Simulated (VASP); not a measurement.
Data:

```yaml
crystal:
  lattice:
    - [1.36606, -2.36609, 0.00000]
    - [1.36606, 2.36609, 0.00000]
    - [0.00000, 0.00000, 4.38301]
  atoms:
    - { symbol: Mg, position: [0.33333, 0.66667, 0.25000] }
    - { symbol: Mg, position: [0.66667, 0.33333, 0.75000] }
```

Computed with PBE GGA, VASP's PBE PAW potentials (set 64) (plane waves; VASP). Run with 500 eV cut-off, 15×15×8 Γ-centred mesh, first-order Methfessel-Paxton smearing of 0.10 eV, potentials Mg.

**Question.** Estimate the energy per atom (σ→0), pressure, band gap (on the k-mesh) with the smallest direct gap where there is one.

**Answer.** 
```
Property                                                     Value
------------------------  ----------------------------------------
band gap (on the k-mesh)  none (metal, semimetal or under 0.01 eV)
energy per atom (σ→0)                               -0.686 eV/atom
pressure                                                 44.97 GPa
```

Total energies compare only between runs with the same potentials, cut-off and functional.

The compound is Mg in the hcp structure. It was relaxed first under an external pressure of 45 GPa.
